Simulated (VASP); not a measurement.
All values below come from vdW-DF-cx, VASP's PBE PAW potentials (set 64) (plane waves; VASP).

VASP input:

**INCAR**
```
SYSTEM = MoS2
PREC = Accurate
ENCUT = 520
EDIFF = 1E-7
NELM = 100
ALGO = Normal
LREAL = .FALSE.
LASPH = .TRUE.
ISMEAR = -5
GGA = CX
LUSE_VDW = .TRUE.
AGGAC = 0.0
LMAXMIX = 4
LWAVE = .FALSE.
LCHARG = .TRUE.
LORBIT = 11
NEDOS = 601
ISIF = 2
LEFG = .TRUE.
```

### POSCAR
```
MoS2
1
    1.5755991432    -2.7290174947     0.0000000000
    1.5755991432     2.7290174947    -0.0000000000
    0.0000000000     0.0000000000    12.2953811032
Mo S
2 4
Direct
  0.3333330000   0.6666670000   0.2500000000
  0.6666670000   0.3333330000   0.7500000000
  0.3333330000   0.6666670000   0.8774675817
  0.6666670000   0.3333330000   0.3774675817
  0.6666670000   0.3333330000   0.1225324183
  0.3333330000   0.6666670000   0.6225324183
```

KPOINTS:
```
Automatic mesh
0
G
9 9 2
0 0 0
```

POTCAR, in this order: Mo_sv S (PBE.64 set). Program: vasp_std.

What VASP printed:

**OUTCAR**
```
 ion  position               nearest neighbor table
   1  0.333  0.667  0.250-   4 2.40   5 2.40   4 2.40   5 2.40   4 2.40   5 2.40
   2  0.667  0.333  0.750-   3 2.40   6 2.40   3 2.40   6 2.40   3 2.40   6 2.40
   3  0.333  0.667  0.877-   2 2.40   2 2.40   2 2.40
   4  0.667  0.333  0.377-   1 2.40   1 2.40   1 2.40
   5  0.667  0.333  0.123-   1 2.40   1 2.40   1 2.40
   6  0.333  0.667  0.623-   2 2.40   2 2.40   2 2.40
  LATTYP: Found a hexagonal cell.
 ALAT       =     3.1511980494
 C/A-ratio  =     3.9018116001
 Subroutine PRICEL returns:
 Original cell was already a primitive cell.
 Subroutine GETGRP returns: Found 24 space group operations
The static configuration has the point symmetry D_3d.
 The point group associated with its full space group is D_6h.
The dynamic configuration has the point symmetry D_3d.
 Subroutine INISYM returns: Found 24 space group operations
 Subroutine IBZKPT returns following result:
 Found     24 irreducible k-points:

 Following reciprocal coordinates:
            Coordinates               Weight
  0.000000  0.000000  0.000000      1.000000
  0.111111  0.000000  0.000000      6.000000
  0.222222  0.000000  0.000000      6.000000
  0.333333 -0.000000  0.000000      6.000000
  0.444444  0.000000  0.000000      6.000000
  0.111111  0.111111  0.000000      6.000000
  0.222222  0.111111  0.000000     12.000000
  0.333333  0.111111  0.000000     12.000000
  0.444444  0.111111  0.000000      6.000000
  0.222222  0.222222  0.000000      6.000000
  0.333333  0.222222  0.000000     12.000000
  0.333333  0.333333  0.000000      2.000000
  0.000000  0.000000  0.500000      1.000000
  0.111111  0.000000  0.500000      6.000000
  0.222222  0.000000  0.500000      6.000000
  0.333333 -0.000000  0.500000      6.000000
  0.444444  0.000000  0.500000      6.000000
  0.111111  0.111111  0.500000      6.000000
...
```

**OSZICAR**
```
       N       E                     dE             d eps       ncg     rms          rms(c)
DAV:   1     0.465511154328E+03    0.46551E+03   -0.29917E+04  1664   0.160E+03
DAV:   2    -0.104466827106E+02   -0.47596E+03   -0.46506E+03  1839   0.402E+02
DAV:   3    -0.355533067328E+02   -0.25107E+02   -0.24944E+02  1943   0.806E+01
DAV:   4    -0.360301263201E+02   -0.47682E+00   -0.47582E+00  1845   0.113E+01
DAV:   5    -0.360421855445E+02   -0.12059E-01   -0.12056E-01  1916   0.169E+00    0.354E+01
DAV:   6    -0.339436952501E+02    0.20985E+01   -0.21939E+01  1640   0.248E+01    0.134E+01
DAV:   7    -0.335497746978E+02    0.39392E+00   -0.98978E+00  1688   0.159E+01    0.855E+00
DAV:   8    -0.332028116439E+02    0.34696E+00   -0.16605E+00  1922   0.707E+00    0.292E+00
DAV:   9    -0.332154910699E+02   -0.12679E-01   -0.15098E-01  1986   0.187E+00    0.141E+00
DAV:  10    -0.332065858027E+02    0.89053E-02   -0.70671E-02  1800   0.148E+00    0.365E-01
DAV:  11    -0.332065790048E+02    0.67979E-05   -0.27507E-03  1867   0.299E-01    0.206E-01
DAV:  12    -0.332064803165E+02    0.98688E-04   -0.49269E-04  1933   0.115E-01    0.895E-02
DAV:  13    -0.332064798480E+02    0.46856E-06   -0.17012E-04  2034   0.690E-02    0.169E-02
DAV:  14    -0.332064822355E+02   -0.23875E-05   -0.11985E-05  1781   0.196E-02    0.197E-02
DAV:  15    -0.332064828113E+02   -0.57588E-06   -0.22021E-06  1796   0.883E-03    0.517E-03
DAV:  16    -0.332064826859E+02    0.12548E-06   -0.15463E-06  1656   0.662E-03    0.926E-04
DAV:  17    -0.332064827486E+02   -0.62703E-07   -0.73294E-08  1213   0.175E-03
   1 F= -.33206483E+02 E0= -.33206483E+02  d E =0.000000E+00
```

**OUTCAR**
```
------------------------ aborting loop because EDIFF is reached ----------------------------------------
  FORCE on cell =-STRESS in cart. coord.  units (eV):
  Direction    XX          YY          ZZ          XY          YZ          ZX
  --------------------------------------------------------------------------------------
  Total       -0.0611656     -0.0611656     -0.0044970      0.0000000      0.0000000      0.0000000
  in kB       -0.9268168     -0.9268166     -0.0681407      0.0000000      0.0000000      0.0000000
  external PRESSURE =      -0.6405914 kB  Pullay stress =       0.0000000 kB
  volume of cell :      105.74
      direct lattice vectors                 reciprocal lattice vectors
     1.575599143 -2.729017495  0.000000000     0.317339599 -0.183216121  0.000000000
     1.575599143  2.729017495  0.000000000     0.317339599  0.183216121  0.000000000
     0.000000000  0.000000000 12.295381103     0.000000000  0.000000000  0.081331355
 POSITION                                       TOTAL-FORCE (eV/Angst)
 -----------------------------------------------------------------------------------
      1.57560      0.90967      3.07385        -0.000000      0.000000      0.000000
      1.57560     -0.90967      9.22154         0.000000      0.000000      0.000000
      1.57560      0.90967     10.78880        -0.000000     -0.000000      0.012966
      1.57560     -0.90967      4.64111         0.000000     -0.000000      0.012966
      1.57560     -0.90967      1.50658         0.000000     -0.000000     -0.012966
      1.57560      0.90967      7.65427         0.000000      0.000000     -0.012966
 -----------------------------------------------------------------------------------
    total drift:                               -0.000222      0.001598     -0.000031
  FREE ENERGIE OF THE ION-ELECTRON SYSTEM (eV)
  ---------------------------------------------------
  free  energy   TOTEN  =       -33.2064827486 eV

  energy  without entropy=      -33.2064827486  energy(sigma->0) =      -33.20648275

 total charge

# of ion       s       p       d       tot
------------------------------------------
    1        2.295   6.223   3.973  12.492
    2        2.295   6.223   3.973  12.492
    3        1.364   2.333   0.000   3.697
    4        1.364   2.333   0.000   3.697
    5        1.364   2.333   0.000   3.697
    6        1.364   2.333   0.000   3.697
--------------------------------------------------
tot         10.046  21.778   7.947  39.771

 Electric field gradients after diagonalization (V/A^2)
 (convention: |V_zz| > |V_xx| > |V_yy|)
----------------------------------------------------------------------
 ion       V_xx      V_yy      V_zz     asymmetry (V_yy - V_xx)/ V_zz
----------------------------------------------------------------------
   1      39.525    39.520   -79.046       0.000
   2      39.525    39.520   -79.046       0.000
   3      25.744    25.743   -51.487       0.000
   4      25.744    25.743   -51.487       0.000
   5      25.744    25.743   -51.487       0.000
   6      25.744    25.743   -51.487       0.000
```
(Selected blocks of OUTCAR.)

The compound is MoS2 in the 2H layered structure. It was relaxed first.
